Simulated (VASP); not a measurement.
Wanted: the native input for a VASP 6.6.1 run.

| Property | Result |
| --- | --- |
| Task | single point |
| Functional | LDA |
| Potentials or basis | VASP PAW LDA potentials, release 64 (Hf_pv, Ru_pv) |
| Cutoff | 520 eV |
| k mesh | 10 × 10 × 10 |
| Occupations | fermi-dirac, width 0.05 eV |
| Spin | no spin polarisation |
| Dipole correction | no |
| Further INCAR settings | ALGO = Normal; EDIFF = 1e-06; NBANDS = 19 |

The structure of HfRu lies in POSCAR:

```
HfRu
1.0
    3.1813281060      0.0000000000      0.0000000000
    0.0000000000      3.1813281060      0.0000000000
    0.0000000000      0.0000000000      3.1813281060
Hf Ru
1 1
Direct
    0.0000000000      0.0000000000      0.0000000000
    0.5000000000      0.5000000000      0.5000000000
```

The cell isn't the ideal one: cell and atoms relaxed from 0.94 times the given volume.

One way to write it, as run:

INCAR

```
SYSTEM = HfRu
  ALGO = Normal
  EDIFF = 1E-6
  ENCUT = 520
  ISIF = 2
  ISMEAR = -1
  LASPH = .TRUE.
  LCHARG = .TRUE.
  LELF = .TRUE.
  LREAL = .FALSE.
  LVHAR = .TRUE.
  LWAVE = .FALSE.
  NBANDS = 19
  NELM = 100
  PREC = Accurate
  SIGMA = 0.05
```

KPOINTS

```
k-points
0
G
  10 10 10
  0 0 0
```

Potentials or basis: VASP PAW LDA potentials, release 64 (Hf_pv, Ru_pv).

The run is started by

```console
$ cat potpaw_LDA.64/Hf_pv/POTCAR potpaw_LDA.64/Ru_pv/POTCAR > POTCAR
$ mpirun -np 1 vasp_std > vasp.out
```

Results of the run:

- Pressure: -0.3 GPa
- Band gap on the k mesh: none (metal or under the smearing width)

Wall time 11 s on 1 thread of Intel(R) Xeon(R) Platinum 8488C (Sapphire Rapids), on a shared host, peak memory 0.15 GiB.
